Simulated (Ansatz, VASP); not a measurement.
TeWS4: VASP beside Ansatz

```
Te W S
1.0
     0.00000    3.71894    3.71894
     3.71894    0.00000    3.71894
     3.71894    3.71894    0.00000
Te W S
1 1 4
Cartesian
  5.5784 5.5784 5.5784
  0.0000 0.0000 0.0000
  4.6673 4.6673 2.7706
  2.7706 4.6673 4.6673
  2.7706 2.7706 2.7706
  4.6673 2.7706 4.6673
```

Change from the starting cell: species swapped into the TmInCu4 type (F-43m, No. 216).

Alike in both runs: functional PBE; k mesh 4 × 4 × 4; occupations gaussian, width 0.1 eV; no spin polarisation.

Ansatz relaxed the structure, and its values are those at the end. VASP's run is a single point on that final structure, the one shown.

```csv
,VASP,Ansatz
version,VASP 6.6.1,Ansatz 0.2.0
potentials or method,"VASP PAW PBE potentials, release 64 (Te, W_sv, S)","scalar-relativistic, plane waves, PAW"
plane-wave cutoff (eV),520,420
valence electrons in the cell,44,54
```

VASP gave:

* gap on the k mesh at the Fermi level (eV): none
* pressure (GPa): 0.1
* rms of the force components (eV/Å): 0.004

Question: Estimate Ansatz's values.

Answer: gap on the k mesh at the Fermi level (eV): none; pressure (GPa): 0.2; rms of the force components (eV/Å): 0.001.

A gap of «none» marks a metal or a gap that the smearing closes. The functional is the same, so the differences come from potentials, cutoffs and numerics. The two sets of potentials don't hold the same shells in valence.

Caveats: the k mesh is coarse (spacing up to 0.37 Å⁻¹), so the values aren't converged. The runs have no spin-orbit coupling, so splittings on Te, W are missing.
